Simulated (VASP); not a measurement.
Output of a VASP run:

**OUTCAR**
```
 ion  position               nearest neighbor table
   1  0.000  0.000  0.000-   3 2.72   4 2.72   5 2.72   3 2.72   4 2.72   4 2.72   5 2.72   4 2.72
                             3 2.72   5 2.72   3 2.72   5 2.72   2 3.33   2 3.33   2 3.33   2 3.33
   2  0.500  0.500  0.500-   3 1.92   4 1.92   5 1.92   5 1.92   3 1.92   4 1.92   1 3.33   1 3.33
                             1 3.33   1 3.33   1 3.33   1 3.33   1 3.33   1 3.33
   3  0.500  0.000  0.500-   2 1.92   2 1.92   1 2.72   1 2.72   1 2.72   1 2.72
   4  0.000  0.500  0.500-   2 1.92   2 1.92   1 2.72   1 2.72   1 2.72   1 2.72
   5  0.500  0.500  0.000-   2 1.92   2 1.92   1 2.72   1 2.72   1 2.72   1 2.72
  LATTYP: Found a simple cubic cell.
 ALAT       =     3.8486953990
 Subroutine PRICEL returns:
 Original cell was already a primitive cell.
 Subroutine GETGRP returns: Found 48 space group operations
The static configuration has the point symmetry O_h .
The dynamic configuration has the point symmetry O_h .
 Subroutine INISYM returns: Found 48 space group operations
 Subroutine IBZKPT returns following result:
 Found     35 irreducible k-points:

 Following reciprocal coordinates:
            Coordinates               Weight
  0.000000  0.000000  0.000000      1.000000
  0.125000  0.000000  0.000000      6.000000
  0.250000  0.000000  0.000000      6.000000
  0.375000  0.000000  0.000000      6.000000
  0.500000  0.000000  0.000000      3.000000
  0.125000  0.125000  0.000000     12.000000
  0.250000  0.125000  0.000000     24.000000
  0.375000  0.125000  0.000000     24.000000
  0.500000  0.125000  0.000000     12.000000
  0.250000  0.250000  0.000000     12.000000
  0.375000  0.250000  0.000000     24.000000
  0.500000  0.250000  0.000000     12.000000
  0.375000  0.375000  0.000000     12.000000
  0.500000  0.375000  0.000000     12.000000
  0.500000  0.500000  0.000000      3.000000
  0.125000  0.125000  0.125000      8.000000
  0.250000  0.125000  0.125000     24.000000
  0.375000  0.125000  0.125000     24.000000
  0.500000  0.125000  0.125000     12.000000
  0.250000  0.250000  0.125000     24.000000
  0.375000  0.250000  0.125000     48.000000
  0.500000  0.250000  0.125000     24.000000
  0.375000  0.375000  0.125000     24.000000
  0.500000  0.375000  0.125000     24.000000
  0.500000  0.500000  0.125000      6.000000
  0.250000  0.250000  0.250000      8.000000
  0.375000  0.250000  0.250000     24.000000
  0.500000  0.250000  0.250000     12.000000
  0.375000  0.375000  0.250000     24.000000
  0.500000  0.375000  0.250000     24.000000
  0.500000  0.500000  0.250000      6.000000
  0.375000  0.375000  0.375000      8.000000
  0.500000  0.375000  0.375000     12.000000
  0.500000  0.500000  0.375000      6.000000
  0.500000  0.500000  0.500000      1.000000
   k-points           NKPTS =     35   k-points in BZ     NKDIM =     35   number of bands    NBANDS=     24
   number of dos      NEDOS =    301   number of ions     NIONS =      5
   total plane-waves  NPLWV =  27000
   dimension x,y,z NGX =    30 NGY =   30 NGZ =   30
   dimension x,y,z NGXF=    60 NGYF=   60 NGZF=   60
   ions per type =               1   1   3
   PREC   = accura    normal or accurate (medium, high low for compatibility)
   ISTART =      0    job   : 0-new  1-cont  2-samecut
   ICHARG =      2    charge: 1-file 2-atom 10-const
   ISPIN  =      1    spin polarized calculation?
   LNONCOLLINEAR =      F non collinear calculations
   LSORBIT =      F    spin-orbit coupling
   INIWAV =      1    electr: 0-lowe 1-rand  2-diag
   ENCUT  =  520.0 eV  38.22 Ry    6.18 a.u.   7.16  7.16  7.16*2*pi/ulx,y,z
   NELM   =    100;   NELMIN=  2; NELMDL= -5     # of ELM steps
   EDIFF  = 0.1E-06   stopping-criterion for ELM
   LREAL  =      F    real-space projection
   NLSPLINE    = F    spline interpolate recip. space projectors
   LMAXMIX     =    4 max onsite mixed and CHGCAR
   VOSKOWN=      0    Vosko Wilk Nusair interpolation
   EDIFFG = 0.1E-05   stopping-criterion for IOM
   NSW    =      0    number of steps for IOM
   NBLOCK =      1;   KBLOCK =      1    inner block; outer block
   IBRION =     -1    ionic relax: 0-MD 1-quasi-New 2-CG
...
```

### OSZICAR
```
       N       E                     dE             d eps       ncg     rms          rms(c)
DAV:   1     0.462341102516E+03    0.46234E+03   -0.24214E+04  1680   0.179E+03
DAV:   2    -0.131899572503E+02   -0.47553E+03   -0.47207E+03  2136   0.491E+02
DAV:   3    -0.399900718951E+02   -0.26800E+02   -0.26690E+02  1760   0.127E+02
DAV:   4    -0.408707636347E+02   -0.88069E+00   -0.87866E+00  2944   0.197E+01
DAV:   5    -0.408791157192E+02   -0.83521E-02   -0.83303E-02  2032   0.158E+00    0.382E+01
DAV:   6    -0.317532862129E+02    0.91258E+01   -0.10258E+02  2192   0.751E+01    0.196E+01
DAV:   7    -0.306437194440E+02    0.11096E+01   -0.36015E+01  1920   0.535E+01    0.178E+01
DAV:   8    -0.298860635518E+02    0.75766E+00   -0.31005E+00  1864   0.158E+01    0.587E+00
DAV:   9    -0.298887134953E+02   -0.26499E-02   -0.84749E-01  2080   0.687E+00    0.232E+00
DAV:  10    -0.298588120169E+02    0.29901E-01   -0.44953E-01  1848   0.611E+00    0.979E-01
DAV:  11    -0.298514752645E+02    0.73368E-02   -0.65268E-02  1816   0.222E+00    0.307E-01
DAV:  12    -0.298510964015E+02    0.37886E-03   -0.39215E-03  2160   0.566E-01    0.100E-01
DAV:  13    -0.298510506888E+02    0.45713E-04   -0.24547E-04  2144   0.105E-01    0.552E-02
DAV:  14    -0.298510245256E+02    0.26163E-04   -0.26061E-04  1896   0.991E-02    0.152E-02
DAV:  15    -0.298510238009E+02    0.72472E-06   -0.26231E-05  1872   0.453E-02    0.124E-02
DAV:  16    -0.298510234581E+02    0.34272E-06   -0.25531E-06  1984   0.150E-02    0.401E-03
DAV:  17    -0.298510233857E+02    0.72478E-07   -0.16685E-07  1336   0.291E-03
   1 F= -.29851023E+02 E0= -.29850269E+02  d E =-.226217E-02
```

**OUTCAR**
```
------------------------ aborting loop because EDIFF is reached ----------------------------------------
  FORCE on cell =-STRESS in cart. coord.  units (eV):
  Direction    XX          YY          ZZ          XY          YZ          ZX
  --------------------------------------------------------------------------------------
  Total        0.0489399      0.0489399      0.0489399     -0.0000000     -0.0000000     -0.0000000
  in kB        1.3754129      1.3754129      1.3754129     -0.0000000     -0.0000000     -0.0000000
  external PRESSURE =       1.3754129 kB  Pullay stress =       0.0000000 kB
  volume of cell :       57.01
      direct lattice vectors                 reciprocal lattice vectors
     3.848695399  0.000000000  0.000000000     0.259828304  0.000000000  0.000000000
     0.000000000  3.848695399  0.000000000     0.000000000  0.259828304  0.000000000
     0.000000000  0.000000000  3.848695399     0.000000000  0.000000000  0.259828304
 POSITION                                       TOTAL-FORCE (eV/Angst)
 -----------------------------------------------------------------------------------
      0.00000      0.00000      0.00000         0.000000      0.000000      0.000000
      1.92435      1.92435      1.92435         0.000000      0.000000      0.000000
      1.92435      0.00000      1.92435         0.000000      0.000000      0.000000
      0.00000      1.92435      1.92435         0.000000      0.000000      0.000000
      1.92435      1.92435      0.00000         0.000000      0.000000      0.000000
 -----------------------------------------------------------------------------------
    total drift:                                0.000000      0.000000     -0.000000
  FREE ENERGIE OF THE ION-ELECTRON SYSTEM (eV)
  ---------------------------------------------------
  free  energy   TOTEN  =       -29.8510233857 eV

  energy  without entropy=      -29.8487612190  energy(sigma->0) =      -29.85026933
```
(Selected blocks of OUTCAR.)

POSCAR:
```
SrVO3
1
    3.8486953990     0.0000000000     0.0000000000
    0.0000000000     3.8486953990     0.0000000000
    0.0000000000     0.0000000000     3.8486953990
Sr V O
1 1 3
Direct
  0.0000000000   0.0000000000   0.0000000000
  0.5000000000   0.5000000000   0.5000000000
  0.5000000000   0.0000000000   0.5000000000
  0.0000000000   0.5000000000   0.5000000000
  0.5000000000   0.5000000000   0.0000000000
```

Write an INCAR and KPOINTS that could have produced this output.

This is not unique; one that fits is the input of the run itself, optB88-vdW, plane waves, VASP's PBE PAW potentials (set 64).

File KPOINTS:
```
Automatic mesh
0
Gamma
8 8 8
0 0 0
```

**INCAR**
```
! general
SYSTEM  =SrVO3
PREC    =Accurate
ENCUT   =520
LREAL   =.False.
LASPH   =.True.

! electronic loop
EDIFF   =1E-7
NELM    =100
ALGO    =Normal
LMAXMIX =4

! smearing
ISMEAR  =1
SIGMA   =0.1

! functional
GGA     =BO
LUSE_VDW=.True.
AGGAC   =0.0
PARAM1  =0.1833333333
PARAM2  =0.22

! ions
ISIF    =2

! output
LWAVE   =.False.
LCHARG  =.False.
```

POTCAR, in this order: Sr_sv V_sv O (PBE.64 set). Program: vasp_std.

The compound is SrVO3 in the cubic perovskite structure. It was relaxed first. The run is not spin-polarised, so no magnetic state was tried. The electron count is odd and the run is not spin-polarised, which forces a metal.
